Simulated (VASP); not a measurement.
An input for Ansatz (written as the equivalent of a VASP run, and not itself run):

Ansatz 0.2 input:
```yaml
crystal:
  lattice:
    - [0.0000000, 3.1491067, 3.1491067]
    - [3.1491067, 0.0000000, 3.1491067]
    - [12.6637655, 12.6637655, -0.0673387]
  atoms:
    - { symbol: Zn, position: [0.9880170, 0.9880170, 0.0089872] }
    - { symbol: Zn, position: [0.0088487, 0.0088487, 0.2433635] }
    - { symbol: Te, position: [0.2499848, 0.2499848, 0.0625114] }
    - { symbol: Te, position: [0.2700512, 0.2700512, 0.2974616] }
    - { symbol: Te, position: [0.2476081, 0.2476081, 0.5642939] }
    - { symbol: Te, position: [0.2281909, 0.2281909, 0.8288568] }
    - { symbol: Hg, position: [0.0143105, 0.0143105, 0.4892671] }
    - { symbol: Hg, position: [0.9929889, 0.9929889, 0.7552583] }
kpoints:
  mp_grid: { grid: [8, 8, 2] }
hamiltonian:
  xc: pbesol
  pseudopotentials: { kind: paw }
scf:
  occupations: { method: methfessel_paxton, width: 0.1 }
  max_iter: 100
relax:
  max_steps: 60
  f_tol: 0.02
  cell: {}
output: { forces: true, stress: true, eigenvalues: true }
```

Q: Translate this input to VASP (INCAR, KPOINTS, POSCAR, choice of POTCAR).

A: Several could match; the one computed here: 
**KPOINTS**
```
Automatic mesh
0
Gamma
8 8 2
0 0 0
```

### POSCAR
```
Hg2Zn2Te4
1
   -0.0000000000     3.1491067184     3.1491067184
    3.1491067184    -0.0000000000     3.1491067184
   12.6637655280    12.6637655280    -0.0673386545
Zn Te Hg
2 4 2
Direct
  0.9880170232   0.9880170232   0.0089872326
  0.0088486814   0.0088486814   0.2433634889
  0.2499847711   0.2499847711   0.0625114216
  0.2700511595   0.2700511595   0.2974616304
  0.2476080948   0.2476080948   0.5642939289
  0.2281908856   0.2281908856   0.8288568358
  0.0143104923   0.0143104923   0.4892671308
  0.9929888920   0.9929888920   0.7552583310
```

**INCAR**
```
SYSTEM=Hg2Zn2Te4
PREC=Accurate; ENCUT=400; LREAL=.FALSE.
LASPH=.TRUE.
EDIFF=1E-6; NELM=100; ALGO=Normal
LMAXMIX=6
ISMEAR=1; SIGMA=0.1
GGA=PS
IBRION=2; NSW=60; ISIF=3
EDIFFG=-0.02
LWAVE=.FALSE.; LCHARG=.FALSE.
```

POTCAR, in this order: Zn Te Hg (PBE.64 set). Program: vasp_std.

Limits of the translation: each code has its own PAW files, so the cut-off isn't converted (ENCUT is set for VASP's; basis.ecutwfc is left out, and Ansatz then takes the one that its files recommend); Ansatz stops its SCF on the density residual and VASP on the energy change (EDIFF).

The structure was generated: Hg2Zn2Te4 was put into an ordered model structure (R3m), which need not be its known phase. This run relaxes it. Symmetry was kept, so distortions that lower it aren't found. The start is the result of an earlier pass.
